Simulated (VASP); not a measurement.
Data:

```xyz
3
Lattice="1.8116 -3.1378 0.0000 1.8116 3.1378 0.0000 0.0000 0.0000 7.5998" Properties=species:S:1:pos:R:3 pbc="T T T"
Pt     0.0000     0.0000     0.0000
S      1.8116     1.0459     1.2422
S      1.8116    -1.0459     6.3576
```

Level of theory: revPBE GGA, VASP's PBE PAW potentials (set 64) (plane waves; VASP 6.6.1). Settings: 520 eV cut-off, 7×7×3 Γ-centred mesh, Gaussian smearing of 0.050 eV, potentials Pt S.

Without a dispersion term in the relaxation, distances and binding between the weakly bound layers, chains or molecules are unreliable, and so is what depends on them.

The ions and cell shape at fixed volume are relaxed. What does this cell relax into?

```xyz
3
Lattice="1.7946 -3.1083 0.0000 1.7946 3.1083 0.0000 0.0000 0.0000 7.7444" Properties=species:S:1:pos:R:3 pbc="T T T"
Pt     0.0000     0.0000     0.0000
S      1.7946     1.0361     1.2283
S      1.7946    -1.0361     6.5161
```
Space group P-3m1 (164), at a tolerance of 0.03 Å.

How much energy does the relaxation gain?

The energy (σ→0) changes by -6.2 meV/atom, in 6 ionic steps.

```tsv
step	E(σ→0) (eV)	max force (eV/Å)	pressure (GPa)	volume (Å³)
1	-14.4242	0.369	-2.32	86.40
2	-14.4366	0.183	-1.36	86.40
3	-14.4417	0.028	-0.27	86.40
4	-14.4418	0.045	-0.18	86.40
5	-14.4427	0.019	-0.08	86.40
6	-14.4429	0.002	-0.01	86.40
```

The compound is PtS2 in the 1T layered structure. This cell is one point of a volume scan, at 1.03 of the reference volume. Symmetry was kept, so distortions that lower it aren't found.
